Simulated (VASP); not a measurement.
Data:

```cif
data_N4Ti4
_chemical_formula_sum 'Ti4 N4'
_space_group_name_H-M_alt 'Fm-3m'
_space_group_IT_number 225
_space_group_name_Hall '-F 4 2 3'
_cell_length_a 4.23050
_cell_length_b 4.23050
_cell_length_c 4.23050
_cell_angle_alpha 90.000
_cell_angle_beta 90.000
_cell_angle_gamma 90.000
loop_
_atom_site_label
_atom_site_type_symbol
_atom_site_symmetry_multiplicity
_atom_site_Wyckoff_symbol
_atom_site_fract_x
_atom_site_fract_y
_atom_site_fract_z
_atom_site_occupancy
Ti1 Ti 4 a 0.00000 0.00000 0.00000 1
N1 N 4 b 0.50000 0.50000 0.50000 1
```
(The calculation used a cell of 2 atoms; values per cell refer to that cell.)

Computed with optB86b-vdW, VASP's PBE PAW potentials (set 64) (plane waves; VASP 6.6.1). Run with 520 eV cut-off, 15×15×15 Γ-centred mesh, first-order Methfessel-Paxton smearing of 0.10 eV, potentials Ti_sv N.

Give the energy at these volumes per atom, relative to the lowest: 8.89, 9.18, 9.46, 9.75, 10.03 Å³.

34.4, 8.2, 0.0, 7.1, 27.4 meV/atom. A third-order Birch-Murnaghan fit gives B0 = 288 GPa and B0′ = 4.2.

Measured: bulk modulus 288 GPa (computed value off by -0.2 %), as given by V. Krasnenko et al., Solid State Sciences (2013), arXiv:1306.3139; a 4.239 Å (computed value off by -0.2 %), as given by Guo-Xu Zhang et al., New Journal of Physics (2018), doi:10.1088/1367-2630/aac7f0. The calculation is for a static lattice, while the measured bulk modulus, a hold thermal and zero-point effects, which are part of the difference.

The compound is TiN in the rock salt structure. It was relaxed first.
